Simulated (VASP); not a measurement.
Computed with PBE GGA, VASP's PBE PAW potentials (set 64) (plane waves; VASP).

The input files of a VASP run:

POSCAR:
```
GaP
1
    0.0000000000     2.7258100000     2.7258100000
    2.7258100000     0.0000000000     2.7258100000
    2.7258100000     2.7258100000     0.0000000000
Ga P
1 1
Direct
  0.0000000000   0.0000000000   0.0000000000
  0.2500000000   0.2500000000   0.2500000000
```

INCAR:
```
SYSTEM = GaP
PREC = Accurate
ENCUT = 400
EDIFF = 1E-6
NELM = 100
ALGO = Normal
LREAL = .FALSE.
LASPH = .TRUE.
ISMEAR = 0
SIGMA = 0.05
GGA = PE
LMAXMIX = 4
LWAVE = .FALSE.
LCHARG = .FALSE.
IBRION = 2
ISIF = 3
NSW = 60
EDIFFG = -0.01
```

KPOINTS:
```
kpoints
0
G
8 8 8
```

POTCAR, in this order: Ga_d P (PBE.64 set). Program: vasp_std.

Output

File OSZICAR:
```
       N       E                     dE             d eps       ncg     rms          rms(c)
DAV:   1     0.681173736136E+02    0.68117E+02   -0.83065E+03   762   0.169E+03
DAV:   2    -0.461896089469E+01   -0.72736E+02   -0.70075E+02   814   0.278E+02
DAV:   3    -0.930563652970E+01   -0.46867E+01   -0.46676E+01   964   0.656E+01
DAV:   4    -0.938275332149E+01   -0.77117E-01   -0.77091E-01   965   0.915E+00
DAV:   5    -0.938421659599E+01   -0.14633E-02   -0.14632E-02   973   0.102E+00    0.424E+00
DAV:   6    -0.914113056044E+01    0.24309E+00   -0.46917E-01  1169   0.128E+01    0.280E+00
DAV:   7    -0.911467511643E+01    0.26455E-01   -0.11617E-01   968   0.251E+00    0.113E+00
DAV:   8    -0.911476957050E+01   -0.94454E-04   -0.14713E-02   887   0.182E+00    0.168E-01
DAV:   9    -0.911513656613E+01   -0.36700E-03   -0.16224E-03   976   0.700E-01    0.903E-02
DAV:  10    -0.911519812550E+01   -0.61559E-04   -0.12902E-04  1093   0.123E-01    0.422E-02
DAV:  11    -0.911527083740E+01   -0.72712E-04   -0.10689E-04   809   0.106E-01    0.641E-03
DAV:  12    -0.911527018332E+01    0.65408E-06   -0.43721E-06   954   0.345E-02
   1 F= -.91152702E+01 E0= -.91152702E+01  d E =-.911527E+01
       N       E                     dE             d eps       ncg     rms          rms(c)
DAV:   1    -0.935639161416E+01   -0.24112E+00   -0.32845E+00   994   0.396E+01    0.284E+00
DAV:   2    -0.917442248540E+01    0.18197E+00   -0.30559E-01   964   0.122E+01    0.133E+00
DAV:   3    -0.912572003141E+01    0.48702E-01   -0.71232E-02  1004   0.565E+00    0.270E-01
DAV:   4    -0.912188370731E+01    0.38363E-02   -0.59325E-03   884   0.133E+00    0.123E-01
DAV:   5    -0.912115185141E+01    0.73186E-03   -0.44159E-04   973   0.305E-01    0.438E-02
DAV:   6    -0.912112379603E+01    0.28055E-04   -0.66015E-05   929   0.154E-01    0.206E-02
DAV:   7    -0.912112400028E+01   -0.20425E-06   -0.72520E-06   929   0.536E-02
   2 F= -.91211240E+01 E0= -.91211240E+01  d E =-.585382E-02
       N       E                     dE             d eps       ncg     rms          rms(c)
DAV:   1    -0.914720589121E+01   -0.26082E-01   -0.32335E-01   989   0.116E+01    0.930E-01
DAV:   2    -0.912799543252E+01    0.19210E-01   -0.35873E-02   959   0.478E+00    0.419E-01
DAV:   3    -0.912324012421E+01    0.47553E-02   -0.57384E-03   994   0.160E+00    0.996E-02
DAV:   4    -0.912281877809E+01    0.42135E-03   -0.53290E-04   839   0.338E-01    0.408E-02
DAV:   5    -0.912274551753E+01    0.73261E-04   -0.46350E-05   990   0.102E-01    0.111E-02
DAV:   6    -0.912274498244E+01    0.53509E-06   -0.26805E-06   704   0.224E-02
   3 F= -.91227450E+01 E0= -.91227450E+01  d E =-.747480E-02
```

**OUTCAR**
```
------------------------ aborting loop because EDIFF is reached ----------------------------------------
  FORCE on cell =-STRESS in cart. coord.  units (eV):
  Direction    XX          YY          ZZ          XY          YZ          ZX
  --------------------------------------------------------------------------------------
  Total        0.0119427      0.0119427      0.0119427      0.0000000      0.0000000      0.0000000
  in kB        0.4597792      0.4597792      0.4597792      0.0000000      0.0000000      0.0000000
  external PRESSURE =       0.4597792 kB  Pullay stress =       0.0000000 kB
  volume of cell :       41.62
      direct lattice vectors                 reciprocal lattice vectors
     0.000000000  2.750496711  2.750496711    -0.181785347  0.181785347  0.181785347
     2.750496711  0.000000000  2.750496711     0.181785347 -0.181785347  0.181785347
     2.750496711  2.750496711  0.000000000     0.181785347  0.181785347 -0.181785347
  FREE ENERGIE OF THE ION-ELECTRON SYSTEM (eV)
  ---------------------------------------------------
  free  energy   TOTEN  =        -9.1227449824 eV

  energy  without entropy=       -9.1227449824  energy(sigma->0) =       -9.12274498

 reached required accuracy - stopping structural energy minimisation
```
(Selected blocks of OUTCAR.)

File CONTCAR:
```
GaP
   1.00000000000000
     0.0000000000000000    2.7504967112670173    2.7504967112670173
     2.7504967112670173    0.0000000000000000    2.7504967112670173
     2.7504967112670173    2.7504967112670173    0.0000000000000000
  Ga              P
     1     1
Direct
     0.0000000000000000    0.0000000000000000    0.0000000000000000
     0.2500000000000000    0.2500000000000000    0.2500000000000000
```

Energy and stress use the plane-wave basis of the starting cell.

The structure comes from a computed database's GaP entry (F-43m); how it stands against other phases isn't given here. This run relaxes it. Symmetry was kept, so distortions that lower it aren't found.
